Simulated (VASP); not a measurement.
Given:

```
CELL_PARAMETERS angstrom
      4.02379     0.00000     0.00000
      0.00000     4.02379     0.00000
      0.00000     0.00000     5.05123
ATOMIC_POSITIONS crystal
  Pb 0.50000 0.00000 0.76425
  Pb 0.00000 0.50000 0.23575
  O  0.50000 0.50000 0.00000
  O  0.00000 0.00000 0.00000
```

Method: revTPSS meta-GGA, VASP's PBE PAW potentials (set 64) (plane waves; VASP 6.6.1). Numerical set-up: 520 eV cut-off, 6×6×5 Γ-centred mesh, tetrahedra with Blöchl corrections, potentials Pb_d O.

The cores are frozen, which limits the accuracy of field gradients. Without a dispersion term in the relaxation, distances and binding between the weakly bound layers, chains or molecules are unreliable, and so is what depends on them.

Give the principal components of the electric field gradient (V/Å²) and the asymmetry η at each nucleus.

| atom | Vxx | Vyy | Vzz | η |
|---|---|---|---|---|
| Pb1 | 116.3 | 116.3 | -232.6 | 0.00 |
| Pb2 | 116.3 | 116.3 | -232.6 | 0.00 |
| O3 | 1.9 | 1.9 | -3.7 | 0.00 |
| O4 | 1.9 | 1.9 | -3.7 | 0.00 |

The compound is PbO in the litharge structure. It was relaxed first.
